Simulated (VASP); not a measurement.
The system is Ge3B2C3.

```xyz
8
Lattice="3.3500 1.9341 2.7367 -3.3500 1.9341 2.7367 0.0000 -3.8682 2.7367" Properties=species:S:1:pos:R:3 pbc="T T T"
Ge   -1.6750   -0.9670    2.7367
Ge    1.6750   -0.9670    2.7367
Ge    0.0000    1.9341    2.7367
B     0.0000    0.0000    0.0000
B     0.0000    0.0000    6.1575
C     0.0000   -1.9342    3.4209
C    -1.6750    0.9671    3.4209
C     1.6750    0.9671    3.4209
```

The cell was built by a generator and needn't be a form met in nature.

| Quantity | Value |
| --- | --- |
| Program | VASP 6.6.1 |
| Task | relaxation of cell and atoms |
| Functional | PBE |
| Potentials or basis | VASP PAW PBE potentials, release 64 (Ge_d, B, C) |
| Cutoff | 520 eV |
| k mesh | 4 × 4 × 4 |
| Occupations | gaussian, width 0.15 eV |
| Spin | no spin polarisation |

At the start: pressure -16.9 GPa; volume 13.30 Å³/atom.

How do energy, volume and symmetry change on relaxing?

Over 11 steps the energy falls by 297.9 meV/atom and the volume is 11.23 Å³/atom (-15.6 %); space group R3m (No. 160, to 0.05 Å).

Step by step:
```csv
step,energy change (eV),largest force (eV/Å),pressure (GPa),volume (Å³)
1,0.0000,2.1061,-16.88,106.39
2,-1.6424,2.2791,9.16,86.23
3,-1.6539,2.2680,7.90,87.34
4,-2.2094,0.7990,7.33,85.98
5,-2.2405,0.7011,6.71,86.22
6,-2.3306,0.4352,-2.83,91.72
7,-2.3525,0.3962,-1.22,89.99
8,-2.3747,0.2935,-0.51,89.51
9,-2.3799,0.2341,0.18,89.20
10,-2.3800,0.2248,1.10,89.15
11,-2.3830,0.0632,-0.23,89.85
```

Final structure:
```xyz
8
Lattice="3.1276 1.8057 2.6514 -3.1276 1.8057 2.6514 0.0000 -3.6115 2.6514" Properties=species:S:1:pos:R:3 pbc="T T T"
Ge    1.5814    0.9130    5.2411
Ge   -1.5814    0.9130    5.2411
Ge    0.0000   -1.8261    5.2411
B     0.0000    0.0000    0.0705
B     0.0000    0.0000    6.2454
C     0.0000   -1.9903    3.2594
C    -1.7236    0.9951    3.2594
C     1.7236    0.9951    3.2594
```

Caveat: the volume moved by over 15 % at a fixed basis, so the end points are rough.
